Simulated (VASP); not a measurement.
Here is the system:

```
Li2S
1.0
    0.00000     2.86000     2.86000
    2.86000     0.00000     2.86000
    2.86000     2.86000     0.00000
Li S
2 1
Direct
  0.25000   0.25000   0.25000
  0.75000   0.75000   0.75000
  0.00000   0.00000   0.00000
```

Method: PBE GGA with D3 dispersion (Becke-Johnson damping), VASP's PBE PAW potentials (set 64) (plane waves; VASP 6.6.1). Run with 520 eV cut-off, 7×7×7 Γ-centred mesh, Gaussian smearing of 0.050 eV, potentials Li_sv S.

**Question.** Give the stress tensor in GPa (positive for a compressed cell).

**Answer.** 
```
-3.27   0.00   0.00
 0.00  -3.27   0.00
 0.00   0.00  -3.27
```
The pressure is its mean diagonal, -3.27 GPa.

The compound is Li2S in the antifluorite structure. The cell was not relaxed at this level. The run is one of a series of settings (IVDW = 12 against the base run), some of them coarse on purpose.
